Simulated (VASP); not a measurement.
```
CELL_PARAMETERS angstrom
      0.00000     2.39130     2.39130
      2.39130     0.00000     2.39130
      2.39130     2.39130     0.00000
ATOMIC_POSITIONS crystal
  Cd 0.00000 0.00000 0.00000
  O  0.50000 0.50000 0.50000
```

The numbers are results of PBE GGA, VASP's PBE PAW potentials (set 64) (plane waves; VASP 6.6.1), not measurements. Numerical set-up: PREC = Normal, EDIFF = 1E-5, 450 eV cut-off, 11×11×11 Γ-centred mesh, Gaussian smearing of 0.050 eV, potentials Cd O.

At this cut-off the stress carries a Pulay error, which pulls relaxed volumes low.

### Question
What does the run give for the energy per atom (σ→0), pressure, band gap (on the k-mesh) with the smallest direct gap where there is one?

### Answer

The band gap (on the k-mesh) is none (metal, semimetal or under 0.01 eV). The energy per atom (σ→0) is -3.866 eV/atom and the pressure is -1.10 GPa.

The compound is CdO in the rock salt structure. It was relaxed first, which changed the volume by +5 %.
